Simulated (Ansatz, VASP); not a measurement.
# H2PtO2: VASP beside Ansatz, part 2 of 2

Wanted: the spread between two codes on one cell, functional and k mesh. The two relaxations start from unlike cells of this crystal (the structure described is Ansatz's start), so only their ends are compared.

VASP 6.6.1 and Ansatz 0.2.0.

So far: The structure; Ansatz: relaxation of cell and atoms, PBE; VASP: relaxation of cell and atoms, PBE.

The structure was built from a prototype and need not be the compound's stable phase.

### 3. VASP: relaxation of cell and atoms, PBE (continued)

Level of this step: PBE; plane waves and PAW (Pt, O, H) (VASP).

Numbers of over 12 decimals in the logs are rounded to 6 here.

OUTCAR, selected parts (step 3):

```text
ion  position               nearest neighbor table
   1  0.000  0.000  0.000-   2 2.26   3 2.26   2 2.26   3 2.26   2 2.26   3 2.26
   2  0.667  0.333  0.810-   4 0.99   1 2.26   1 2.26   1 2.26
   3  0.333  0.667  0.190-   5 0.99   1 2.26   1 2.26   1 2.26
   4  0.667  0.333  0.571-   2 0.99
   5  0.333  0.667  0.429-   3 0.99

  LATTYP: Found a hexagonal cell.
 ALAT       =     3.6653772840
 C/A-ratio  =     1.1251217453

 Subroutine GETGRP returns: Found 12 space group operations
 (whereof 12 operations were pure point group operations)

The static configuration has the point symmetry D_3d.

 Found     40 irreducible k-points:

   k-points           NKPTS =     40   k-points in BZ     NKDIM =     40   number of bands    NBANDS=     18

   dimension x,y,z NGX =    30 NGY =   30 NGZ =   36
   dimension x,y,z NGXF=    60 NGYF=   60 NGZF=   72

   ENCUT  =  600.0 eV  44.10 Ry    6.64 a.u.   7.32  7.32  8.24*2*pi/ulx,y,z

   NELECT =      24.0000    total number of electrons

 k-points in reciprocal lattice and weights: Automatic mesh
   0.00000000  0.00000000  0.00000000       0.003
   0.12500000  0.00000000  0.00000000       0.019
   0.25000000  0.00000000  0.00000000       0.019
   0.37500000  0.00000000  0.00000000       0.019
   0.50000000  0.00000000  0.00000000       0.009
   0.12500000  0.12500000  0.00000000       0.019
   0.25000000  0.12500000  0.00000000       0.038
   0.37500000  0.12500000  0.00000000       0.038
   0.25000000  0.25000000  0.00000000       0.019
[...]
0.25000000  0.25000000  0.40000000       0.038
   0.37500000  0.25000000  0.40000000       0.038

 average (electrostatic) potential at core
       1 -69.2698       2 -72.7301       3 -72.7301       4 -36.1818       5 -36.1818

 E-fermi :   4.7951

 k-point     1 :       0.0000    0.0000    0.0000
  band No.  band energies     occupation
    ...
      7       0.7084      2.00000
      8       0.7084      2.00000
      9       2.2515      2.00000
     10       2.3313      2.00000
     11       2.3313      2.00000
     12       4.8892      0.26439
     13       5.6482      0.00000
     14       5.6482      0.00000
     15       9.0195      0.00000
     16      13.0222      0.00000
    ...

 k-point     2 :       0.1250    0.0000    0.0000
  band No.  band energies     occupation
    ...
      7       0.0308      2.00000
      8       0.4934      2.00000
      9       2.2731      2.00000
     10       2.4745      2.00000
     11       2.5027      2.00000
     12       5.1924      0.00071
     13       5.5283      0.00000
     14       5.5434      0.00000
     15       9.4477      0.00000
     16      12.2540      0.00000
    ...

 k-point     3 :       0.2500    0.0000    0.0000
  band No.  band energies     occupation
    ...
      8       0.0551      2.00000
      9       2.2056      2.00000
     10       2.5124      2.00000
     11       2.6337      2.00000
     12       4.6652      1.86155
     13       5.3733      0.00002
     14       6.5567      0.00000
     15      10.2904      0.00000
     16      11.0656      0.00000
     17      15.0905      0.00000
    ...

  Total        0.0053398      0.0053398      0.0074239     -0.0000000     -0.0000000     -0.0000000
  in kB        0.1801360      0.1801360      0.2504442     -0.0000000     -0.0000000     -0.0000000
  external PRESSURE =       0.2035721 kB  Pullay stress =       0.0000000 kB

  energy-cutoff  :      600.00
  volume of cell :       47.49
      direct lattice vectors                 reciprocal lattice vectors
     3.672691274 -0.000000080  0.000000000     0.272279900  0.157200931 -0.000000000
    -1.836346274  3.180643887 -0.000000000     0.000000007  0.314401753 -0.000000000
     0.000000000  0.000000000  4.065676237    -0.000000000  0.000000000  0.245961543

 POSITION                                       TOTAL-FORCE (eV/Angst)
 -----------------------------------------------------------------------------------
      0.00000      0.00000      0.00000         0.000000      0.000000      0.000000
      1.83635      1.06021      3.28685        -0.000000     -0.000000     -0.002675
     -0.00000      2.12043      0.77882         0.000000      0.000000      0.002675
      1.83635      1.06021      2.30048        -0.000000     -0.000000     -0.000035
     -0.00000      2.12043      1.76520         0.000000      0.000000      0.000035
 -----------------------------------------------------------------------------------
    total drift:                               -0.000000     -0.000000      0.000000

  FREE ENERGIE OF THE ION-ELECTRON SYSTEM (eV)
  ---------------------------------------------------
  free  energy   TOTEN  =       -24.4624301834 eV

  energy  without entropy=      -24.4520314726  energy(sigma->0) =      -24.45723083

 reached required accuracy - stopping structural energy minimisation

 total charge
# of ion       s       p       d       tot
------------------------------------------
    1        0.463   0.373   8.023   8.859
    2        1.588   3.422   0.000   5.009
    3        1.588   3.422   0.000   5.009
    4        0.605   0.118   0.000   0.723
    5        0.605   0.118   0.000   0.723
--------------------------------------------------
tot          4.848   7.452   8.023  20.323

[... 3 further parts left out ...]
```

CONTCAR:

```
H2PtO2
   1.00000000000000
     3.6726912742824873   -0.0000000796595627    0.0000000000000001
    -1.8363462741963503    3.1806438871967626   -0.0000000000000001
     0.0000000000000002    0.0000000000000000    4.0656762367918455
  Pt              O               H
     1     2     2
Direct
     0.0000000000000000    0.0000000000000000    0.0000000000000000
     0.6666666667000030    0.3333333332999970    0.8084393850101353
     0.3333333332999970    0.6666666667000030    0.1915606149898645
     0.6666666667000030    0.3333333332999970    0.5658286659662888
     0.3333333332999970    0.6666666667000030    0.4341713340337112
```

### 4. Comparison

Known differences besides the potentials themselves: the data sets hold 32 valence electrons in Ansatz (on its default PAW (the set named soft_2) files) and 24 in VASP; the cutoff is 420 eV in Ansatz and 600 eV in VASP; Ansatz adds a Pulay correction to the stress that steers its cell, VASP none. Total energies have different zeros and are not compared.

The two programs side by side:

```
                                         quantity  Ansatz   VASP  difference
                                      volume (Å³)   48.29  47.49     +1.68 %
edge a after relaxation, in the typed setting (Å)   3.675  3.673     +0.06 %
edge c after relaxation, in the typed setting (Å)   4.129  4.066     +1.55 %
```

### 5. What the set-up changes

Further runs change the set-up of one program: Ansatz's method, potentials or start, or VASP's data sets, cutoff or form of LDA. The table gives Ansatz less VASP for each quantity, since a change that brings one quantity closer may part another.

| run | volume (%) | edge a after relaxation, in the typed setting (%) | edge c after relaxation, in the typed setting (%) |
| --- | --- | --- | --- |
| as above | 1.7 | 0.063 | 1.6 |
| VASP with the data sets Pt_sv_GW, O and H | 2.5 | 0.093 | 2.3 |

### 6. Outcome

| Item | Value |
| --- | --- |
| difference in volume (relaxation of cell and atoms, PBE) | 1.7 % |

What this shows: The difference in volume is 1.7 % (relaxation of cell and atoms, PBE), beyond the 1.2 % picked in this series as the mark of a large difference, as far as the stopping tolerances let one tell. The data sets hold unlike numbers of valence electrons (32 in Ansatz and 24 in VASP), so part of the differences comes from the potentials. Relaxation of cell and atoms, PBE, VASP with the data sets Pt_sv_GW, O and H: the difference in volume goes from 1.7 to 2.5 %; the difference in edge a after relaxation, in the typed setting goes from 0.063 to 0.093 %; the difference in edge c after relaxation, in the typed setting goes from 1.6 to 2.3 %. How closely two codes agree says nothing of how well the functional describes the real material.

[Lines on the potential files, build, host, timing and source positions are cut from VASP's logs without a mark.]

[Logs are printed without paths, hosts, clocks, repeated set-up lines and the standing remarks that a program may print on its own settings, such as how far it seeks lower states.]

[Hosts, paths, dates, database ids (printed as entryN), source tags and the programs' standing remarks are cut or masked in the printed files.]
